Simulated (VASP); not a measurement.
An input for Ansatz (written as the equivalent of a VASP run, and not itself run):

Ansatz 0.2 input:
```yaml
crystal:
  lattice:
    - [3.9800000, 0.0000000, 0.0000000]
    - [0.0000000, 3.9800000, 0.0000000]
    - [0.0000000, 0.0000000, 5.0200000]
  atoms:
    - { symbol: Pb, position: [0.5000000, 0.0000000, 0.7650000] }
    - { symbol: Pb, position: [0.0000000, 0.5000000, 0.2350000] }
    - { symbol: O, position: [0.5000000, 0.5000000, 0.0000000] }
    - { symbol: O, position: [0.0000000, 0.0000000, 0.0000000] }
kpoints:
  mp_grid: { grid: [5, 5, 4] }
hamiltonian:
  xc: pbe
  pseudopotentials: { kind: paw }
scf:
  occupations: { method: gaussian, width: 0.05 }
  max_iter: 100
output: { forces: true, stress: true, eigenvalues: true }
```

**Question.** Translate this input to VASP (INCAR, KPOINTS, POSCAR, choice of POTCAR).

**Answer.** One answer among several that fit: 
KPOINTS:
```
kpoints
0
Gamma
  5 5 4
```

**INCAR**
```
ALGO = Normal
AMIX = 1.0
BMIX = 3.0
EDIFF = 1E-6
ENCUT = 520
GGA = PE
IMIX = 4
ISIF = 2
ISMEAR = 0
LASPH = T
LCHARG = F
LMAXMIX = 4
LREAL = F
LWAVE = F
NELM = 100
PREC = Accurate
SIGMA = 0.05
SYSTEM = PbO
```

File POSCAR:
```
PbO
1
    3.9800000000     0.0000000000     0.0000000000
    0.0000000000     3.9800000000     0.0000000000
    0.0000000000     0.0000000000     5.0200000000
Pb O
2 2
Direct
  0.5000000000   0.0000000000   0.7650000000
  0.0000000000   0.5000000000   0.2350000000
  0.5000000000   0.5000000000   0.0000000000
  0.0000000000   0.0000000000   0.0000000000
```

POTCAR, in this order: Pb_d O (PBE.64 set). Program: vasp_std.

The two are equivalent in intent, not identical: each code has its own PAW files, so the cut-off isn't converted (ENCUT is set for VASP's; basis.ecutwfc is left out, and Ansatz then takes the one that its files recommend); Ansatz stops its SCF on the density residual and VASP on the energy change (EDIFF).

The compound is PbO in the litharge structure. The cell was not relaxed at this level. The run is one of a series of settings (AMIX = 1.0, BMIX = 3.0, IMIX = 4 against the base run), some of them coarse on purpose.
